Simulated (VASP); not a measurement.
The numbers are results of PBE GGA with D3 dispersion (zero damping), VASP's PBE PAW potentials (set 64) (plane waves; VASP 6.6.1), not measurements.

Input for VASP

**INCAR**
```
SYSTEM  =  BN
PREC  =  Accurate; ENCUT  =  520; LREAL  =  .FALSE.
LASPH  =  .TRUE.
EDIFF  =  1E-6; NELM  =  100; ALGO  =  Normal
ISMEAR  =  0; SIGMA  =  0.05
GGA  =  PE; IVDW  =  11
IBRION  =  2; NSW  =  60; ISIF  =  3
EDIFFG  =  -0.01
LWAVE  =  .FALSE.; LCHARG  =  .FALSE.
```

**KPOINTS**
```
Regular mesh
0
gamma
  11 11 11
```

File POSCAR:
```
BN
1
    0.0000000000     1.8075000000     1.8075000000
    1.8075000000     0.0000000000     1.8075000000
    1.8075000000     1.8075000000     0.0000000000
B N
1 1
Direct
  0.0000000000   0.0000000000   0.0000000000
  0.2500000000   0.2500000000   0.2500000000
```

POTCAR, in this order: B N (PBE.64 set). Program: vasp_std.

The run wrote:

### OSZICAR
```
       N       E                     dE             d eps       ncg     rms          rms(c)
DAV:   1     0.951533785943E+01    0.95153E+01   -0.53828E+03   960   0.101E+03
DAV:   2    -0.182155380274E+02   -0.27731E+02   -0.27232E+02  1224   0.173E+02
DAV:   3    -0.184147243354E+02   -0.19919E+00   -0.19919E+00  1040   0.183E+01
DAV:   4    -0.184149087445E+02   -0.18441E-03   -0.18441E-03  1216   0.485E-01
DAV:   5    -0.184149088369E+02   -0.92419E-07   -0.92419E-07   984   0.757E-03    0.670E+00
DAV:   6    -0.175376560068E+02    0.87725E+00   -0.34323E+00  1136   0.136E+01    0.329E+00
DAV:   7    -0.174641381866E+02    0.73518E-01   -0.95043E-02  1160   0.301E+00    0.191E+00
DAV:   8    -0.174495041164E+02    0.14634E-01   -0.41650E-02  1024   0.187E+00    0.193E-01
DAV:   9    -0.174497197214E+02   -0.21560E-03   -0.56108E-04   920   0.257E-01    0.760E-02
DAV:  10    -0.174497948458E+02   -0.75124E-04   -0.13741E-04  1272   0.119E-01    0.155E-02
DAV:  11    -0.174497995534E+02   -0.47076E-05   -0.76091E-06  1024   0.271E-02    0.679E-03
DAV:  12    -0.174497995540E+02   -0.60390E-09   -0.12979E-06   472   0.964E-03
   1 F= -.17725376E+02 E0= -.17725376E+02  d E =-.177254E+02
       N       E                     dE             d eps       ncg     rms          rms(c)
DAV:   1    -0.174501718500E+02   -0.37230E-03   -0.11862E-03   960   0.356E-01    0.445E-02
DAV:   2    -0.174501360540E+02    0.35796E-04   -0.16545E-04  1016   0.997E-02    0.120E-02
DAV:   3    -0.174501342788E+02    0.17752E-05   -0.43706E-06   976   0.216E-02    0.506E-03
DAV:   4    -0.174501335764E+02    0.70245E-06   -0.72119E-07   448   0.786E-03
   2 F= -.17725374E+02 E0= -.17725374E+02  d E =0.222064E-05
       N       E                     dE             d eps       ncg     rms          rms(c)
DAV:   1    -0.174499815131E+02    0.15277E-03   -0.31355E-04   952   0.183E-01    0.230E-02
DAV:   2    -0.174499724525E+02    0.90606E-05   -0.43177E-05  1008   0.510E-02    0.636E-03
DAV:   3    -0.174499721109E+02    0.34160E-06   -0.11157E-06   528   0.111E-02
   3 F= -.17725383E+02 E0= -.17725383E+02  d E =-.698340E-05
```

OUTCAR:
```
------------------------ aborting loop because EDIFF is reached ----------------------------------------
 Edisp (eV)   -0.27541
  FORCE on cell =-STRESS in cart. coord.  units (eV):
  Direction    XX          YY          ZZ          XY          YZ          ZX
  --------------------------------------------------------------------------------------
  Total      -0.00209    -0.00209    -0.00209     0.00000     0.00000     0.00000
  in kB      -0.28359    -0.28359    -0.28359     0.00000     0.00000     0.00000
  external pressure =       -0.28 kB  Pullay stress =        0.00 kB
  volume of cell :       11.82
      direct lattice vectors                 reciprocal lattice vectors
    -0.000000000  1.807949382  1.807949382    -0.276556415  0.276556415  0.276556415
     1.807949382  0.000000000  1.807949382     0.276556415 -0.276556415  0.276556415
     1.807949382  1.807949382  0.000000000     0.276556415  0.276556415 -0.276556415
  FREE ENERGIE OF THE ION-ELECTRON SYSTEM (eV)
  ---------------------------------------------------
  free  energy   TOTEN  =       -17.7253827760 eV

  energy  without entropy=      -17.7253827760  energy(sigma->0) =      -17.72538278

 reached required accuracy - stopping structural energy minimisation
```
(Selected blocks of OUTCAR.)

### CONTCAR
```
BN
   1.00000000000000
    -0.0000000000000000    1.8079493821928412    1.8079493821928412
     1.8079493821928412    0.0000000000000000    1.8079493821928412
     1.8079493821928412    1.8079493821928412    0.0000000000000000
  B               N
     1     1
Direct
     0.0000000000000000    0.0000000000000000    0.0000000000000000
     0.2500000000000000    0.2500000000000000    0.2500000000000000
```

The compound is BN in the zinc blende structure. This run relaxes it. Symmetry was kept, so distortions that lower it aren't found.
